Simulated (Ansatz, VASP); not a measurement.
# Ru (Ruthenium) in two plane-wave programs, part 2 of 2

Wanted: the spread between two codes on one cell, functional and k mesh. The cell is taken from a series of runs on this material, whose earlier steps may have relaxed, scaled, displaced or heated it; both programs get it as it stands.

VASP 6.6.1 and Ansatz 0.2.0.

So far: The structure; VASP: zone-centre phonons, PBEsol.

## (3) Ansatz: zone-centre phonons, PBEsol

Level of this step: Ansatz beside VASP: Kohn-Sham DFT, plane waves, PBEsol (Ansatz).

Ansatz runs on its PAW soft_1 files.

The same cell, functional, mesh and smearing now go to Ansatz, which takes its cutoff from its data sets.

input.yaml

```yaml
crystal:
  lattice:
    - [2.5828791961, 0.0, 0.0]
    - [-1.291439598, 2.2368389987, 0.0]
    - [0.0, 0.0, 4.3439579585]
  atoms:
    - { symbol: Ru, position: [0.3333333333, 0.6666666667, 0.25] }
    - { symbol: Ru, position: [0.6666666667, 0.3333333333, 0.75] }
kpoints:
  mp_grid: { grid: [18, 18, 12] }
hamiltonian:
  xc: pbesol
  pseudopotentials: { kind: paw, azcp: { folder: soft_1 }, xc_functional: pbe }
scf:
  occupations: { method: methfessel_paxton, width: 0.2 }
output:
  eigenvalues: true
phonons:
  method: dfpt
```

Run with:

```bash
$ ansatz run input.yaml --threads 4 --pin off --max-ram 10240MiB --backend cpu --events-out ev --progress --plain --runs-dir out
```

Numbers of over 12 decimals in the logs are rounded to 6 here.

The log of the run:

```text
zone centre: on kpoints.mp_grid the ground state, and the responses unless they are solved on pairs of k-points, stand on 637 of the mesh's 3888 k-points, reduced under 4 symmetry operations, with k and −k counted as one. Each operation leaves every solved displacement unchanged or reverses it
Engine: ansatz 0.2.0, x86_64-unknown-linux-gnu
Pseudopotentials: kind: paw
Pseudopotential: Ru, paw, valence charge 16, recommended cutoff 420 eV (normal), soft_1/Ru.paw.azcp
Functional definition: PBEsol
  exchange = pbesol_x
  correlation = pbesol_c
Crystal: 2 atoms, lattice volume = 25.097 Å³
Basis set: ecut = 420 eV, 501 PW (Γ), exchange–correlation on 36×36×60 points (8 copies of the dense FFT grid, shifted against one another)
Bands: 20, of which v1, the nominal top of the filled ones, is band 16 counted from 1 (15 counted from 0)
Symmetry: 24 space group operations
k-points: 637 of 3888 (irreducible under 4 space group operations, time reversal used)
Non-local potential: Ru, projectors of the file, l = 0: 3, l = 1: 2, l = 2: 2, l = 3: 1
PAW form: soft (Blöchl's): semilocal exchange-correlation on the pseudo side does not see the compensation charge
PAW frozen core: Ru, regenerated for the run's functional, and the local potential with it (the file was generated under x = pbe(κ = 0.804, μ = 0.219515), c = pbe(β = 0.066725))
PAW one-centre angular grid: Ru, 590 points (default); XC on 64 Gauss nodes
Initial density: superposition of atomic densities (chi_scale 0.1, normalization cell)
Initial wavefunctions: pseudopotential atomic-orbital guess
Functional: x = pbesol(κ = 0.804, μ = 0.123457), c = pbesol(β = 0.046)
SCF iter   1: F=—  HF=-11634.207729 eV  |F-HF|=—  |Δ(HF+E_count)|=         —  Δρ=1.30e-1  dr2=3.87e0  ethr=3.10e-3  ⟨swp⟩=5.0  Hψ=112658  notcnv=0  defer=67
automatic band count: the SCF goes on with 24 bands, as 20 were too few: they end inside the smearing window of the response
preconditioner: auto → none  [metal: Δε(μ)=0.009 eV  Ē_g=12.368 eV  σ=0.200 eV  W_gap=0.04  n_scr=8 (ndim 8)  ℏωp=29.6 eV  f_vac=0.000  D(μ)=1.44/eV (n_scr^D=22)  sad-step TF]
SCF iter   2: F=—  HF=-11633.293632 eV  |F-HF|=—  |Δ(HF+E_count)|=   9.14e-1  S|Δr|=    0.00e0  Δρ=7.38e-2  dr2=1.24e0  ethr=3.10e-3  ⟨swp⟩=2.8  Hψ=29384  notcnv=0  defer=1737
SCF iter   3: F=—  HF=-11632.871265 eV  |F-HF|=—  |Δ(HF+E_count)|=   4.22e-1  S|Δr|=    0.00e0  Δρ=4.13e-3  dr2=1.99e-3  ethr=3.10e-3  ⟨swp⟩=2.1  Hψ=22133  notcnv=0  defer=1737
SCF iter   4: F=—  HF=-11632.871841 eV  |F-HF|=—  |Δ(HF+E_count)|=   5.76e-4  S|Δr|=    0.00e0  Δρ=4.19e-4  dr2=1.69e-5  ethr=6.23e-6  ⟨swp⟩=2.7  Hψ=30457  notcnv=0  defer=1635
SCF iter   5: F=—  HF=-11632.871844 eV  |F-HF|=—  |Δ(HF+E_count)|=   3.01e-6  S|Δr|=    0.00e0  Δρ=1.41e-4  dr2=3.05e-6  ethr=5.27e-8  ⟨swp⟩=2.8  Hψ=24562  notcnv=0  defer=1635
SCF iter   6: F=—  HF=-11632.871842 eV  |F-HF|=—  |Δ(HF+E_count)|=   1.77e-6  S|Δr|=    0.00e0  Δρ=2.66e-5  dr2=9.02e-8  ethr=9.52e-9  ⟨swp⟩=2.7  Hψ=23618  notcnv=0  defer=1635
SCF iter   7: F=—  HF=-11632.871842 eV  |F-HF|=—  |Δ(HF+E_count)|=   3.04e-8  S|Δr|=    0.00e0  Δρ=2.72e-6  dr2=1.18e-9  ethr=2.82e-10  ⟨swp⟩=2.3  Hψ=23128  notcnv=0  defer=1635
SCF iter   8: F=-11632.871842 eV  HF=-11632.871842 eV  |F-HF|=1.82e-12  |Δ(HF+E_count)|=  1.60e-10  S|Δr|=    0.00e0  Δρ=1.83e-7  dr2=5.93e-12  ethr=1.00e-12  ⟨swp⟩=8.9  Hψ=88755  notcnv=0
SCF 1 converged in 8 iterations: F = -11632.871842 eV  dr2 = 5.93e-12
  greatest PAW one-centre occupation: 1.000 electrons in one spin orbital (limit 2), on the Ru atom at site 1 (counted from 0), in its partial waves of l = 0
DFPT response loops at Γ: preconditioner auto → Kerker (q_TF=auto, 2.841 Å⁻¹) (partly filled bands, converged f_vac=0.000); β = 1.00, the filter's whole step (`scf.mixing.beta` (0.50) is not read by the response loops under this deck's `scf.mixing.preconditioner`; to damp them name `kerker` or `kerker_dos`, under which they read `scf.mixing.beta`, and type it under 1.00, their step now; both keys bind the ground state too); Broyden in place of MSR1
SCF converged after 8 iterations
Stability not checked: this state was not tested for a lower state beside it, because cold or Methfessel-Paxton smearing, or corrected tetrahedra, fill the levels in a way that the test cannot read (fill_not_monotonic; see scf.lower_state_search)
Free energy (F): -11632.871842 eV
Harris-Foulkes:  -11632.871842 eV  (|F-HF|=1.82e-12)
Internal energy: -11632.872469 eV  (E = F + TS)
E sigma→0 (E₀):  -11632.871999 eV
Entropy (-TS):   0.000627 eV (0.313 meV/atom)
Fermi energy:    25.521937 eV
--- Per-component energies (eV) ---
  E_band       = -49.032334
  E_kinetic    = 927.800231
  E_local      = -2376.275432  (includes V_loc(G=0)·N_el)
  E_nonlocal   = 829.280427
  E_hartree    = 788.570208
  E_xc         = -341.043019
  E_vxc        = -432.829081  (∫ρ·V_xc dr)
  E_paw        = -6880.641087  (= ΣΔE_a)
  E_vpaw       = -574.150268  (= ΣTr[D̂ρ^β])
  E_aug_tail   = 0.001235  (compensation charges beyond the density's cutoff)
  E_ewald      = -4581.071625
  E_core_change = 0.506593  (= ΣΔE_core)
  E_smearing   = 0.000627  (= −TS)
  E_closure    = -0.000000  (closes the sum)
  Σ components = -11632.871842   (vs F -11632.871842, Δ=0.00e0)
--- Band table (eV; the first three rows and the last of 637) ---
  k-point 0: bands = [... 12 lower, 22.6369, 23.2623, 23.2623, 24.4824, 24.4824, 26.1420, 26.8960, 26.8960, ... 4 higher]
  k-point 1: bands = [... 12 lower, 22.6132, 23.2277, 23.2277, 24.5628, 24.5628, 25.8945, 26.8900, 26.8900, ... 4 higher]
  k-point 2: bands = [... 12 lower, 22.5602, 23.1323, 23.1323, 24.7821, 24.7821, 25.2495, 26.8627, 26.8627, ... 4 higher]
  k-point 636: bands = [... 12 lower, 22.6020, 22.6020, 24.0462, 24.0462, 27.4193, 27.4193, 31.2619, 31.2619, ... 4 higher]
--- Phonons (Γ-DFPT): 2 representative perturbations + reference, on 637 of 3888 k-points (Σ response iterations 6) ---
  k mesh reduced under 4 symmetry operations, with k and −k counted as one. Each operation leaves every solved displacement unchanged or reverses it
  ASR residual: 1.931e-4 → 0.000e0 eV/Å²; symmetrization residual: 7.359e-10 eV/Å²
  ASR residual per site (eV/Å²): 1.93e-4 1.93e-4
  Γ frequencies (cm⁻¹): 0.00 0.00 0.00 205.91 205.91 262.75
  non-analytic LO–TO correction: not included (Born effective charges unavailable; polar crystals: no LO–TO splitting at Γ)
```

The column dr2 measures how far the density is from self-consistency, as an energy; F and HF (Harris–Foulkes) agree once it is small.

## (4) Differences

Known differences besides the potentials themselves: the data sets hold 32 valence electrons in Ansatz (on its PAW soft_1 files) and 28 in VASP; the cutoff is 420 eV in Ansatz and 500 eV in VASP; Ansatz makes its cores anew for this functional, VASP keeps those of its PBE data sets. Total energies have different zeros and are not compared.

Compared:

```
                  quantity  Ansatz   VASP  difference
optical mode 1 to 2 (cm⁻¹)   205.9  206.2     -0.14 %
     optical mode 3 (cm⁻¹)   262.8  263.6     -0.33 %
```

Modes are paired by rising frequency, not by their patterns, so a pair may set unlike modes beside each other; they are those without the splitting of longitudinal modes.

## (5) Summary of results

| Quantity | Value |
| --- | --- |
| r.m.s. difference of the optical zone-centre modes, each program's sorted by frequency (zone-centre phonons, PBEsol) | 0.56 cm⁻¹ |

The r.m.s. difference of the optical zone-centre modes, each program's sorted by frequency is 0.56 cm⁻¹ (zone-centre phonons, PBEsol). The data sets hold unlike numbers of valence electrons (32 in Ansatz and 28 in VASP), so part of the differences comes from the potentials. How closely two codes agree says nothing of how well the functional describes the real material.

[Lines on the potential files, build, host, timing and source positions are cut from VASP's logs without a mark.]

[Logs are printed without paths, hosts, clocks, repeated set-up lines and the standing remarks that a program may print on its own settings, such as how far it seeks lower states.]

[Hosts, paths, dates, database ids (printed as entryN), source tags and the programs' standing remarks are cut or masked in the printed files.]
